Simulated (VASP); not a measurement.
Here is the system:

```yaml
crystal:
  lattice:
    - [2.89000, 0.00000, 0.00000]
    - [0.00000, 2.89000, 0.00000]
    - [0.00000, 0.00000, 2.89000]
  atoms:
    - { symbol: Al, position: [0.50000, 0.50000, 0.50000] }
    - { symbol: Ni, position: [0.00000, 0.00000, 0.00000] }
```

Computed with PBE GGA + U (Dudarev), VASP's PBE PAW potentials (set 64) (plane waves; VASP). Numerical set-up: 400 eV cut-off, 11×11×11 Γ-centred mesh, first-order Methfessel-Paxton smearing of 0.10 eV, potentials Al Ni, U − J: Ni 3.00 eV.

Task: Predict the energy per atom (σ→0), pressure, band gap (on the k-mesh) with the smallest direct gap where there is one.

Result: 
```
Item                                                         Value
------------------------  ----------------------------------------
band gap (on the k-mesh)  none (metal, semimetal or under 0.01 eV)
energy per atom (σ→0)                               -4.352 eV/atom
pressure                                                -33.7 kbar
```

Total energies compare only between runs with the same potentials, cut-off and functional.

The compound is NiAl in the CsCl type structure. The cell was not relaxed at this level. The run is one of a series of settings (LDAU = .TRUE., LDAUJ = 0 0, LDAUL = -1 2, LDAUTYPE = 2, LDAUU = 0 3.0 against the base run), some of them coarse on purpose. The run is not spin-polarised, so no magnetic state was tried. The electron count is odd and the run is not spin-polarised, which forces a metal.
